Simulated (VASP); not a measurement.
Method: PBEsol GGA, VASP's PBE PAW potentials (set 64) (plane waves; VASP 6.6.1).

A VASP calculation is set up with these files.

### POSCAR
```
LiCl(110) slab
1
    3.5793243777     0.0000000000     0.0000000000
    0.0000000000     5.0619288776    -0.0000000000
   -0.0000000000    -0.0000000000    25.5101391184
Li Cl
6 6
Direct
  0.0000000000   0.0000000000   0.3246130000
  0.5000000000   0.5000000000   0.3947680000
  0.0000000000   0.0000000000   0.4649230000
  0.5000000000   0.5000000000   0.5350770000
  0.0000000000   0.0000000000   0.6052320000
  0.5000000000   0.5000000000   0.6753870000
  0.5000000000   0.0000000000   0.3947680000
  0.0000000000   0.5000000000   0.3246130000
  0.5000000000   0.0000000000   0.5350770000
  0.0000000000   0.5000000000   0.4649230000
  0.5000000000   0.0000000000   0.6753870000
  0.0000000000   0.5000000000   0.6052320000
```

### INCAR
```
ALGO = Normal
DIPOL = 0.5 0.5 0.5
EDIFF = 1E-5
EDIFFG = -0.03
ENCUT = 450
GGA = PS
IBRION = 2
IDIPOL = 3
ISIF = 2
ISMEAR = 0
LASPH = .TRUE.
LCHARG = .FALSE.
LDIPOL = .TRUE.
LREAL = .FALSE.
LWAVE = .TRUE.
NELM = 100
NELMIN = 4
NSW = 50
PREC = Normal
SIGMA = 0.05
SYSTEM = LiCl(110) slab
```

KPOINTS:
```
kpoints
0
G
  6 4 1
```

POTCAR, in this order: Li_sv Cl (PBE.64 set). Program: vasp_std.

Q: Predict the energy per atom (σ→0), band gap (on the k-mesh).

A: 
```json
{
  "energy per atom (σ→0)": "-3.753 eV/atom",
  "band gap (on the k-mesh)": "5.20 eV"
}
```

**OSZICAR**
```
...
       N       E                     dE             d eps       ncg     rms          rms(c)
DAV:   1    -0.450366370596E+02    0.37816E-02   -0.19575E+00   888   0.702E+00    0.350E-01
DAV:   2    -0.450420084725E+02   -0.53714E-02   -0.57932E-02  1147   0.118E+00    0.143E-01
DAV:   3    -0.450419446760E+02    0.63797E-04   -0.28598E-03  1499   0.235E-01    0.104E-01
DAV:   4    -0.450419159050E+02    0.28771E-04   -0.31197E-04  1259   0.879E-02    0.492E-02
DAV:   5    -0.450419091735E+02    0.67315E-05   -0.11800E-04  1139   0.651E-02    0.156E-02
DAV:   6    -0.450419137010E+02   -0.45276E-05   -0.43478E-05  1200   0.281E-02
  12 F= -.45041914E+02 E0= -.45041914E+02  d E =-.149354E-02
```

The cell is a thin slab with vacuum, built from LiCl (rock salt): (110) face.
